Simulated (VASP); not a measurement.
All values below come from PBEsol GGA, VASP's PBE PAW potentials (set 64) (plane waves; VASP).

The input files of a VASP run:

**POSCAR**
```
Au2Cu2
1
    0.0000000000     1.9588531641     1.9588531641
    1.9588531641     0.0000000000     1.9588531641
    7.6470692919     7.6470692919     0.1883433645
Cu Au
2 2
Direct
  0.9772520025   0.9772520025   0.0170609981
  0.0227479975   0.0227479975   0.2329390019
  0.0264499311   0.0264499311   0.4801625517
  0.9735500689   0.9735500689   0.7698374483
```

**INCAR**
```
# general
SYSTEM   =  Au2Cu2
PREC     =  Accurate
ENCUT    =  400
LREAL    =  .FALSE.
LASPH    =  .TRUE.

# electronic loop
EDIFF    =  1E-7   # SCF stop (eV)
NELM     =  100   # most electronic steps
ALGO     =  Normal
LMAXMIX  =  6   # l cut-off of mixed one-centre charges

# smearing
ISMEAR   =  -5   # tetrahedra, Bloechl

# functional
GGA      =  PS   # PBEsol

# ions
ISIF     =  2   # forces and stress, cell fixed

# output
LWAVE    =  .FALSE.
LCHARG   =  .TRUE.
LORBIT   =  11   # lm-projected
NEDOS    =  601

# other
LEFG     =  .TRUE.
```

KPOINTS:
```
Automatic mesh
0
Gamma
15 15 4
0 0 0
```

POTCAR, in this order: Cu Au (PBE.64 set). Program: vasp_std.

Output

**OUTCAR**
```
 ion  position               nearest neighbor table
   1  0.977  0.977  0.017-   2 2.47   2 2.47   2 2.47   4 2.68   4 2.68   4 2.68
   2  0.023  0.023  0.233-   1 2.47   1 2.47   1 2.47   3 2.68   3 2.68   3 2.68
   3  0.026  0.026  0.480-   2 2.68   2 2.68   2 2.68   4 2.99   4 2.99   4 2.99
   4  0.974  0.974  0.770-   1 2.68   1 2.68   1 2.68   3 2.99   3 2.99   3 2.99
  LATTYP: Found a trigonal (rhomboedric) cell.
 ALAT       =     8.8667780816
 COS(alpha) =     0.9511941269
 Subroutine PRICEL returns:
 Original cell was already a primitive cell.
 Subroutine GETGRP returns: Found 12 space group operations
The static configuration has the point symmetry C_3v.
 The point group associated with its full space group is D_3d.
The dynamic configuration has the point symmetry C_3v.
 Subroutine INISYM returns: Found 12 space group operations
 Subroutine IBZKPT returns following result:
 Found    248 irreducible k-points:

 Following reciprocal coordinates:
            Coordinates               Weight
  0.000000  0.000000  0.000000      1.000000
  0.066667  0.000000  0.000000      4.000000
  0.133333  0.000000  0.000000      4.000000
  0.200000  0.000000  0.000000      4.000000
  0.266667  0.000000  0.000000      4.000000
...
```

**OSZICAR**
```
       N       E                     dE             d eps       ncg     rms          rms(c)
DAV:   1     0.344468099195E+03    0.34447E+03   -0.17818E+04 12952   0.203E+03
DAV:   2     0.138265337535E+02   -0.33064E+03   -0.31701E+03 13238   0.404E+02
DAV:   3    -0.180652165574E+02   -0.31892E+02   -0.30474E+02 16528   0.150E+02
DAV:   4    -0.189334764221E+02   -0.86826E+00   -0.86303E+00 17616   0.252E+01
DAV:   5    -0.189440533724E+02   -0.10577E-01   -0.10569E-01 17722   0.254E+00    0.185E+01
DAV:   6    -0.172874372053E+02    0.16566E+01   -0.25126E+01 15740   0.112E+02    0.941E+00
DAV:   7    -0.165495988989E+02    0.73784E+00   -0.97514E+00 16334   0.125E+02    0.952E+00
DAV:   8    -0.163334938966E+02    0.21611E+00   -0.13646E+00 20348   0.212E+01    0.441E+00
DAV:   9    -0.163033929401E+02    0.30101E-01   -0.18178E-01 20420   0.990E+00    0.194E-01
DAV:  10    -0.163038147802E+02   -0.42184E-03   -0.11048E-02 20126   0.211E+00    0.855E-02
DAV:  11    -0.163038472684E+02   -0.32488E-04   -0.26548E-04 19550   0.238E-01    0.524E-02
DAV:  12    -0.163038343034E+02    0.12965E-04   -0.15844E-05 19770   0.618E-02    0.776E-03
DAV:  13    -0.163038414835E+02   -0.71802E-05   -0.47651E-06 19426   0.625E-02    0.256E-03
DAV:  14    -0.163038393492E+02    0.21344E-05   -0.70093E-07 13046   0.212E-02    0.991E-04
DAV:  15    -0.163038400441E+02   -0.69497E-06   -0.75856E-08  7110   0.582E-03    0.278E-04
DAV:  16    -0.163038401152E+02   -0.71072E-07   -0.32546E-08  6964   0.213E-03
   1 F= -.16303840E+02 E0= -.16303840E+02  d E =0.000000E+00
```

**OUTCAR**
```
------------------------ aborting loop because EDIFF is reached ----------------------------------------
  FORCE on cell =-STRESS in cart. coord.  units (eV):
  Direction    XX          YY          ZZ          XY          YZ          ZX
  --------------------------------------------------------------------------------------
  Total        0.1122108      0.1122108      0.1122108     -0.0903558      0.0903558      0.0903558
  in kB        3.1016868      3.1016868      3.1016868     -2.4975782      2.4975782      2.4975782
  external PRESSURE =       3.1016868 kB  Pullay stress =       0.0000000 kB
  volume of cell :       57.96
      direct lattice vectors                 reciprocal lattice vectors
     0.000000000  1.958853164  1.958853164    -0.258433941  0.252068846  0.258433941
     1.958853164  0.000000000  1.958853164     0.252068846 -0.258433941  0.258433941
     7.647069292  7.647069292  0.188343364     0.066199759  0.066199759 -0.066199759
 POSITION                                       TOTAL-FORCE (eV/Angst)
 -----------------------------------------------------------------------------------
      2.04476      2.04476      3.83180        -0.025959     -0.025959      0.025959
      1.82586      1.82586      0.13299         0.025959      0.025959     -0.025959
      3.72365      3.72365      0.19406        -0.003570     -0.003570      0.003570
      7.79404      7.79404      3.95908         0.003570      0.003570     -0.003570
 -----------------------------------------------------------------------------------
    total drift:                               -0.000000     -0.000000     -0.000000
  FREE ENERGIE OF THE ION-ELECTRON SYSTEM (eV)
  ---------------------------------------------------
  free  energy   TOTEN  =       -16.3038401152 eV

  energy  without entropy=      -16.3038401152  energy(sigma->0) =      -16.30384012

 total charge

# of ion       s       p       d       tot
------------------------------------------
    1        0.415   0.334   9.189   9.937
    2        0.415   0.334   9.189   9.937
    3        0.590   0.419   8.729   9.737
    4        0.590   0.419   8.729   9.737
--------------------------------------------------
tot          2.008   1.505  35.836  39.349

 Electric field gradients after diagonalization (V/A^2)
 (convention: |V_zz| > |V_xx| > |V_yy|)
----------------------------------------------------------------------
 ion       V_xx      V_yy      V_zz     asymmetry (V_yy - V_xx)/ V_zz
----------------------------------------------------------------------
   1      10.727    10.723   -21.451       0.000
   2      10.727    10.723   -21.451       0.000
   3     -73.931   -73.930   147.861       0.000
   4     -73.931   -73.930   147.861       0.000
```
(Selected blocks of OUTCAR.)

OUTCAR:
```
 val. band max:        8.7197211821   @ k =  -0.4667   0.4667   0.5000

 cond. band min:       8.4834414738   @ k =   0.2000   0.1333   0.0000


 Fermi energy:         8.5803191999

 k-point     1 :       0.0000    0.0000    0.0000
  band No.  band energies     occupation
      1      -1.4450      2.00000
      2      -0.0339      2.00000
      3       1.1275      2.00000
      4       2.5613      2.00000
      5       3.2917      2.00000
      6       3.6635      2.00000
      7       3.6635      2.00000
      8       3.7402      2.00000
      9       3.7402      2.00000
     10       5.0825      2.00000
     11       5.1503      2.00000
     12       5.1503      2.00000
     13       5.5608      2.00000
     14       5.5608      2.00000
     15       5.9609      2.00000
     16       5.9609      2.00000
     17       6.0178      2.00000
     18       6.0178      2.00000
     19       6.0288      2.00000
     20       6.4852      2.00000
     21       6.4852      2.00000
     22       7.0204      2.00000
     23       7.0204      2.00000
     24       7.9762      2.00000
     25      12.3688      0.00000
     26      19.9144      0.00000

 k-point     2 :       0.0667    0.0000    0.0000
  band No.  band energies     occupation
      1      -1.2809      2.00000
      2       0.0908      2.00000
      3       1.2349      2.00000
      4       2.5943      2.00000
      5       3.3323      2.00000
      6       3.5926      2.00000
      7       3.6638      2.00000
      8       3.7704      2.00000
      9       3.8403      2.00000
     10       4.9877      2.00000
     11       5.1220      2.00000
     12       5.1686      2.00000
     13       5.3478      2.00000
     14       5.5761      2.00000
     15       5.8507      2.00000
     16       5.9230      2.00000
     17       6.0571      2.00000
     18       6.0583      2.00000
     19       6.2363      2.00000
     20       6.4814      2.00000
     21       6.5018      2.00000
     22       6.7229      2.00000
...
```

For a metal the tetrahedron method with Blöchl corrections gives inexact stress and forces. Unless said otherwise, spin-orbit coupling is left out, though it shifts the bands of the heavy elements here.

The structure was generated: Au2Cu2 was put into an ordered model structure (R-3m), which need not be its known phase. It was relaxed first.
